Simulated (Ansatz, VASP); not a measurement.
# LiBeF3: VASP beside Ansatz

Contents of INCAR:

```
SYSTEM = LiBeF3
ALGO = Normal
EDIFF = 1E-6
EDIFFG = -0.04
ENCUT = 600
GGA = PE
IBRION = 2
ISIF = 3
ISMEAR = 0
LASPH = .TRUE.
LCHARG = .FALSE.
LREAL = .FALSE.
LWAVE = .FALSE.
NELM = 60
NSW = 90
PREC = Accurate
SIGMA = 0.1
```

KPOINTS

```
k-points
0
G
  6 6 6
  0 0 0
```

The input POSCAR:

```
LiBeF3
1.0
    3.5411025478      0.0000000000      0.0000000000
    0.0000000000      3.5411025478      0.0000000000
    0.0000000000      0.0000000000      3.5411025478
Li Be F
1 1 3
Direct
    0.5000000000      0.5000000000      0.5000000000
    0.0000000000      0.0000000000      0.0000000000
    0.0000000000      0.5000000000      0.5000000000
    0.5000000000      0.0000000000      0.5000000000
    0.5000000000      0.5000000000      0.0000000000
```

Input for Ansatz:

```yaml
crystal:
  lattice:
    - [3.5411025478, 0.0, 0.0]
    - [0.0, 3.5411025478, 0.0]
    - [0.0, 0.0, 3.5411025478]
  atoms:
    - { symbol: Li, position: [0.5, 0.5, 0.5] }
    - { symbol: Be, position: [0.0, 0.0, 0.0] }
    - { symbol: F, position: [0.0, 0.5, 0.5] }
    - { symbol: F, position: [0.5, 0.0, 0.5] }
    - { symbol: F, position: [0.5, 0.5, 0.0] }
basis:
  ecutwfc: 420
kpoints:
  mp_grid: { grid: [6, 6, 6] }
hamiltonian:
  xc: pbe
scf:
  occupations: { method: gaussian, width: 0.1 }
  lower_state_search: "off"
output:
  forces: true
  stress: true
  eigenvalues: true
relax:
  adjacent_minimum: "off"
  f_tol: 0.04
  max_steps: 70
  cell: { stress_tol: 0.4 }
```

Alike in both runs: task relaxation of cell and atoms; functional PBE; k mesh 6 × 6 × 6; occupations gaussian, width 0.1 eV; no spin polarisation.

|  | VASP | Ansatz |
| --- | --- | --- |
| version | VASP 6.6.1 | Ansatz 0.2.0 |
| potentials or method | VASP PAW PBE potentials, release 64 (Li_sv, Be, F) | scalar-relativistic, plane waves, PAW |
| plane-wave cutoff (eV) | 600 | 420 |
| valence electrons in the cell | 26 | 26 |

VASP gave:

| Quantity | Value |
| --- | --- |
| gap on the k mesh at the Fermi level, each at its own relaxed structure (eV) | 1.58 |
| relaxed volume (Å³/atom) | 8.88 |
| relaxed cell length with the largest relative difference (Å) | 3.541 |

Question: Which values does Ansatz return?

Answer: gap on the k mesh at the Fermi level, each at its own relaxed structure (eV): 1.60; relaxed volume (Å³/atom): 8.88; relaxed cell length with the largest relative difference (Å): 3.541.

Caveats: the cutoff is under 1.25 times the usual one of these potentials, so pressure, stress and relaxed cells hold a basis-set (Pulay) error (VASP); the relaxation stopped at its first step, so nothing moved. A k mesh can miss the band edges.
